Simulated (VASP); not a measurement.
An input for Quantum ESPRESSO's pw.x (written as the equivalent of a VASP run, and not itself run):

```
&CONTROL
  calculation = 'vc-relax'
  pseudo_dir = './pseudo'
  outdir = './out'
  tprnfor = .true.
  tstress = .true.
  nstep = 40
  forc_conv_thr = 0.00078
/
&SYSTEM
  ibrav = 0
  nat = 4
  ntyp = 2
  ecutwfc = 84
  occupations = 'smearing'
  smearing = 'gaussian'
  degauss = 0.003675
  input_dft = 'pbesol'
/
&ELECTRONS
  conv_thr = 7.3e-08
  electron_maxstep = 100
/
&IONS
/
&CELL
  press = 50
/
ATOMIC_SPECIES
  B 10.810 B.upf
  N 14.007 N.upf
CELL_PARAMETERS angstrom
     1.2655182   -2.1919421   -0.0000000
     1.2655182    2.1919421   -0.0000000
     0.0000000    0.0000000    4.1864517
ATOMIC_POSITIONS crystal
  B    0.6666670  0.3333330  0.5002763
  B    0.3333330  0.6666670  0.0002763
  N    0.6666670  0.3333330  0.8747237
  N    0.3333330  0.6666670  0.3747237
K_POINTS automatic
  10 10 5 0 0 0
```

Write the VASP files for the same calculation (PBEsol).

Several could match; the one computed here: 
File KPOINTS:
```
Automatic mesh
0
Gamma
10 10 5
0 0 0
```

### POSCAR
```
BN
1
    1.2655182370    -2.1919421016    -0.0000000000
    1.2655182370     2.1919421016    -0.0000000000
    0.0000000000     0.0000000000     4.1864516791
B N
2 2
Direct
  0.6666670000   0.3333330000   0.5002762889
  0.3333330000   0.6666670000   0.0002762889
  0.6666670000   0.3333330000   0.8747237111
  0.3333330000   0.6666670000   0.3747237111
```

INCAR:
```
! general
SYSTEM  = BN
PREC    = Accurate
ENCUT   = 620
LREAL   = .FALSE.
LASPH   = .TRUE.

! electronic loop
EDIFF   = 1E-6
NELM    = 100
ALGO    = Normal

! smearing
ISMEAR  = 0
SIGMA   = 0.05

! functional
GGA     = PS

! ions
IBRION  = 2
NSW     = 40
ISIF    = 3
EDIFFG  = -0.02
PSTRESS = 50

! output
LWAVE   = .FALSE.
LCHARG  = .FALSE.
```

POTCAR, in this order: B N (PBE.64 set). Program: vasp_std.

The two are equivalent in intent, not identical: the potentials are each code's own (VASP's PAW set, PseudoDojo norm-conserving files in pw.x), so ENCUT and ecutwfc are chosen apart and not converted; conv_thr bounds pw.x's estimated SCF error, while EDIFF bounds the energy change between steps; forc_conv_thr acts on force components and is met together with etot_conv_thr.

The compound is BN in the wurtzite structure, a metastable high-pressure form. It was relaxed first under an external pressure of 5 GPa.
